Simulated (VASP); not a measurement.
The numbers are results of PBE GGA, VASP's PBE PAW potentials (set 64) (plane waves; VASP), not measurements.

VASP input:

**POSCAR**
```
Zn4S3Te
1
    5.6262044204     0.0000000000     0.0000000000
    0.0000000000     5.6262044204     0.0000000000
    0.0000000000     0.0000000000     5.6262044204
Zn Te S
4 1 3
Direct
  0.9853378502   0.9853378502   0.9853378502
  0.5146621498   0.5146621498   0.9853378502
  0.5146621498   0.9853378502   0.5146621498
  0.9853378502   0.5146621498   0.5146621498
  0.2500000000   0.2500000000   0.2500000000
  0.7500000000   0.7500000000   0.2500000000
  0.7500000000   0.2500000000   0.7500000000
  0.2500000000   0.7500000000   0.7500000000
```

File KPOINTS:
```
k-points along high-symmetry lines
15
Line-mode
Reciprocal
  0.000000   0.000000   0.000000 ! GAMMA
  0.000000   0.500000   0.000000 ! X

  0.000000   0.500000   0.000000 ! X
  0.500000   0.500000   0.000000 ! M

  0.500000   0.500000   0.000000 ! M
  0.000000   0.000000   0.000000 ! GAMMA

  0.000000   0.000000   0.000000 ! GAMMA
  0.500000   0.500000   0.500000 ! R

  0.500000   0.500000   0.500000 ! R
  0.000000   0.500000   0.000000 ! X

  0.500000   0.500000   0.500000 ! R
  0.500000   0.500000   0.000000 ! M
```

**INCAR**
```
SYSTEM=Zn4S3Te
PREC=Accurate; ENCUT=400; LREAL=.FALSE.
LASPH=.TRUE.; ICHARG=11
EDIFF=1E-6; NELM=100; ALGO=Normal
LMAXMIX=4
ISMEAR=0; SIGMA=0.05
GGA=PE
LWAVE=.FALSE.; LCHARG=.FALSE.
```

POTCAR, in this order: Zn Te S (PBE.64 set). Program: vasp_std. Read from the step before: CHGCAR.

What VASP printed:

### OUTCAR
```
 ion  position               nearest neighbor table
   1  0.985  0.985  0.985-   6 2.39   7 2.39   8 2.39   5 2.58
   2  0.515  0.515  0.985-   6 2.39   7 2.39   8 2.39   5 2.58
   3  0.515  0.985  0.515-   6 2.39   7 2.39   8 2.39   5 2.58
   4  0.985  0.515  0.515-   6 2.39   7 2.39   8 2.39   5 2.58
   5  0.250  0.250  0.250-   1 2.58   2 2.58   3 2.58   4 2.58
   6  0.750  0.750  0.250-   1 2.39   2 2.39   3 2.39   4 2.39
   7  0.750  0.250  0.750-   1 2.39   2 2.39   3 2.39   4 2.39
   8  0.250  0.750  0.750-   1 2.39   2 2.39   3 2.39   4 2.39
  LATTYP: Found a simple cubic cell.
 ALAT       =     5.6262044204
 Subroutine PRICEL returns:
 Original cell was already a primitive cell.
 Subroutine GETGRP returns: Found 24 space group operations
The static configuration has the point symmetry C_3v.
 The point group associated with its full space group is T_d .
The dynamic configuration has the point symmetry C_3v.
 Subroutine INISYM returns: Found 24 space group operations
   k-points           NKPTS =     90   k-points in BZ     NKDIM =     90   number of bands    NBANDS=     43
   number of dos      NEDOS =    301   number of ions     NIONS =      8
   total plane-waves  NPLWV =  64000
   dimension x,y,z NGX =    40 NGY =   40 NGZ =   40
   dimension x,y,z NGXF=    80 NGYF=   80 NGZF=   80
   ions per type =               4   1   3
   PREC   = accura    normal or accurate (medium, high low for compatibility)
   ISTART =      0    job   : 0-new  1-cont  2-samecut
   ICHARG =     11    charge: 1-file 2-atom 10-const
   ISPIN  =      1    spin polarized calculation?
   LNONCOLLINEAR =      F non collinear calculations
   LSORBIT =      F    spin-orbit coupling
   INIWAV =      1    electr: 0-lowe 1-rand  2-diag
   ENCUT  =  400.0 eV  29.40 Ry    5.42 a.u.   9.17  9.17  9.17*2*pi/ulx,y,z
   NELM   =    100;   NELMIN=  2; NELMDL= -5     # of ELM steps
   EDIFF  = 0.1E-05   stopping-criterion for ELM
   LREAL  =      F    real-space projection
   NLSPLINE    = F    spline interpolate recip. space projectors
   LMAXMIX     =    4 max onsite mixed and CHGCAR
   VOSKOWN=      0    Vosko Wilk Nusair interpolation
   EDIFFG = 0.1E-04   stopping-criterion for IOM
   NSW    =      0    number of steps for IOM
   NBLOCK =      1;   KBLOCK =      1    inner block; outer block
   IBRION =     -1    ionic relax: 0-MD 1-quasi-New 2-CG
   NFREE  =      0    steps in history (QN), initial steepest desc. (CG)
   ISIF   =      2    stress and relaxation
   ISYM   =      2    0-nonsym 1-usesym 2-fastsym
   TEIN   =    0.0    initial temperature
   TEBEG  =    0.0;   TEEND  =   0.0 temperature during run
   SMASS  =  -3.00    Nose mass-parameter (am)
   PSTRESS=    0.0 pullay stress
   NELECT =      72.0000    total number of electrons
   EFERMI =   0.00;   METHOD = LEGACY
   ISMEAR =     0;   SIGMA  =   0.05  broadening in eV -4-tet -1-fermi 0-gaus
   IALGO  =     38    algorithm
   LDIAG  =      T    sub-space diagonalisation (order eigenvalues)
   IMIX   =      4    mixing-type and parameters
     AMIX     =   0.40;   BMIX     =  1.00
     AMIX_MAG =   1.60;   BMIX_MAG =  1.00
     AMIN     =   0.10
   GGA     = PE    functional components
   VOSKOWN =     0    Vosko Wilk Nusair interpolation
   LHFCALC =     F    Hartree Fock is set to
   LHFONE  =     F    Hartree Fock one center treatment
   AEXX    =    0.0000 exact exchange contribution
   IVDW    =     0    specifies the selected vdW correction
   LEPSILON=     F    determine dielectric tensor
   LRPA    =     F    only Hartree local field effects (RPA)
  energy-cutoff  :      400.00
  volume of cell :      178.09
      direct lattice vectors                 reciprocal lattice vectors
     5.626204420  0.000000000  0.000000000     0.177739720  0.000000000  0.000000000
     0.000000000  5.626204420  0.000000000     0.000000000  0.177739720  0.000000000
     0.000000000  0.000000000  5.626204420     0.000000000  0.000000000  0.177739720
 k-point     1 :   0.0000 0.0000 0.0000  plane waves:    3239
 k-point     2 :   0.0000 0.0357 0.0000  plane waves:    3223
 k-point     3 :   0.0000 0.0714 0.0000  plane waves:    3223
...
```

### OSZICAR
```
       N       E                     dE             d eps       ncg     rms          rms(c)
DAV:   1     0.494113351214E+03    0.49411E+03   -0.28640E+04  7740   0.163E+03
DAV:   2     0.367327494496E+02   -0.45738E+03   -0.44616E+03  7901   0.384E+02
DAV:   3    -0.218504688296E+02   -0.58583E+02   -0.57512E+02  8698   0.133E+02
DAV:   4    -0.242258792727E+02   -0.23754E+01   -0.23671E+01  9081   0.256E+01
DAV:   5    -0.242658323129E+02   -0.39953E-01   -0.39929E-01  9559   0.323E+00
DAV:   6    -0.242666249941E+02   -0.79268E-03   -0.79253E-03  9112   0.440E-01
DAV:   7    -0.242666527511E+02   -0.27757E-04   -0.27755E-04  9609   0.770E-02
DAV:   8    -0.242666539364E+02   -0.11853E-05   -0.11852E-05  8466   0.151E-02
DAV:   9    -0.242666539855E+02   -0.49132E-07   -0.49122E-07  6145   0.315E-03
   1 F= -.24266654E+02 E0= -.24266654E+02  d E =-.509804E-11
```

File OUTCAR:
```
 val. band max:        2.3864588351   @ k =   0.0000   0.0000   0.0000

 cond. band min:       3.6205356310   @ k =   0.0000   0.0000   0.0000



 k-point     1 :       0.0000    0.0000    0.0000
  band No.  band energies     occupation
      1     -10.5863      2.00000
      2      -9.7091      2.00000
      3      -9.7091      2.00000
      4      -7.9719      2.00000
      5      -4.1645      2.00000
      6      -4.1645      2.00000
      7      -4.1645      2.00000
      8      -4.1396      2.00000
      9      -4.1396      2.00000
     10      -4.1396      2.00000
     11      -3.9218      2.00000
     12      -3.9218      2.00000
     13      -3.9218      2.00000
     14      -3.8601      2.00000
     15      -3.8601      2.00000
     16      -3.8601      2.00000
     17      -3.7871      2.00000
     18      -3.7871      2.00000
     19      -3.7266      2.00000
     20      -3.7266      2.00000
     21      -3.7266      2.00000
     22      -3.5792      2.00000
     23      -3.5581      2.00000
     24      -3.5581      2.00000
     25      -2.3604      2.00000
     26      -2.3604      2.00000
     27      -2.3604      2.00000
     28      -0.0678      2.00000
     29      -0.0678      2.00000
     30      -0.0678      2.00000
     31       0.2502      2.00000
     32       0.2502      2.00000
     33       0.2502      2.00000
     34       2.3865      2.00000
     35       2.3865      2.00000
     36       2.3865      2.00000
     37       3.6205      0.00000
     38       5.5468      0.00000
     39       5.5530      0.00000
     40       5.5530      0.00000
     41       5.8033      0.00000
     42       5.8033      0.00000
     43       5.8033      0.00000

 k-point     2 :       0.0000    0.0357    0.0000
  band No.  band energies     occupation
      1     -10.5838      2.00000
      2      -9.7115      2.00000
      3      -9.7090      2.00000
      4      -7.9733      2.00000
      5      -4.1647      2.00000
      6      -4.1639      2.00000
...
```

The density is held fixed in this step, so its total energy and stress have no physical meaning. Unless said otherwise, spin-orbit coupling is left out, though it shifts the bands of the heavy elements here.

The structure was generated: Zn4S3Te was put into an ordered model structure (P-43m), which need not be its known phase. It was relaxed first.
